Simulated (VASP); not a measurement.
An input for Ansatz (written as the equivalent of a VASP run, and not itself run):

Ansatz 0.2 input:
```yaml
crystal:
  lattice:
    - [3.7289327, 0.0000000, 0.0000000]
    - [0.0000000, 3.7289327, 0.0000000]
    - [0.0000000, 0.0000000, 3.7289327]
  atoms:
    - { symbol: Cu, position: [0.0000000, 0.5000000, 0.5000000] }
    - { symbol: Cu, position: [0.5000000, 0.0000000, 0.5000000] }
    - { symbol: Cu, position: [0.5000000, 0.5000000, 0.0000000] }
    - { symbol: Au, position: [0.0000000, 0.0000000, 0.0000000] }
kpoints:
  mp_grid: { grid: [8, 8, 8] }
hamiltonian:
  xc: pbe
  dispersion: d4
  pseudopotentials: { kind: paw }
scf:
  occupations: { method: methfessel_paxton, width: 0.1 }
  max_iter: 100
relax:
  max_steps: 60
  f_tol: 0.02
  cell: {}
output: { forces: true, stress: true, eigenvalues: true }
```

Problem. Translate this input to VASP (INCAR, KPOINTS, POSCAR, choice of POTCAR).

Solution. Several could match; the one computed here: 
INCAR:
```
SYSTEM  =  Cu3Au
LASPH  =  .TRUE.
LWAVE  =  .FALSE.
ISIF  =  3   ! ions, shape and volume
GGA  =  PE   ! PBE
IVDW  =  13   ! D4
PREC  =  Accurate
EDIFFG  =  -0.02   ! ionic stop
EDIFF  =  1E-6   ! SCF stop (eV)
SIGMA  =  0.1   ! width (eV)
ISMEAR  =  1   ! Methfessel-Paxton
IBRION  =  2
LCHARG  =  .FALSE.
ALGO  =  Normal   ! blocked Davidson
NELM  =  100   ! most electronic steps
LMAXMIX  =  6   ! l cut-off of mixed one-centre charges
ENCUT  =  520   ! plane-wave cut-off (eV)
LREAL  =  .FALSE.
NSW  =  60   ! most ionic steps
```

POSCAR:
```
Cu3Au
1
    3.7289327296     0.0000000000    -0.0000000000
   -0.0000000000     3.7289327296    -0.0000000000
    0.0000000000    -0.0000000000     3.7289327296
Cu Au
3 1
Direct
  0.0000000000   0.5000000000   0.5000000000
  0.5000000000   0.0000000000   0.5000000000
  0.5000000000   0.5000000000   0.0000000000
  0.0000000000   0.0000000000   0.0000000000
```

KPOINTS:
```
Automatic mesh
0
Gamma
8 8 8
0 0 0
```

POTCAR, in this order: Cu Au (PBE.64 set). Program: vasp_std.

Limits of the translation: each code has its own PAW files, so the cut-off isn't converted (ENCUT is set for VASP's; basis.ecutwfc is left out, and Ansatz then takes the one that its files recommend); Ansatz stops its SCF on the density residual and VASP on the energy change (EDIFF).

The compound is Cu3Au in the L1_2 structure. This run relaxes it. Symmetry was kept, so distortions that lower it aren't found. The start is the result of an earlier pass.
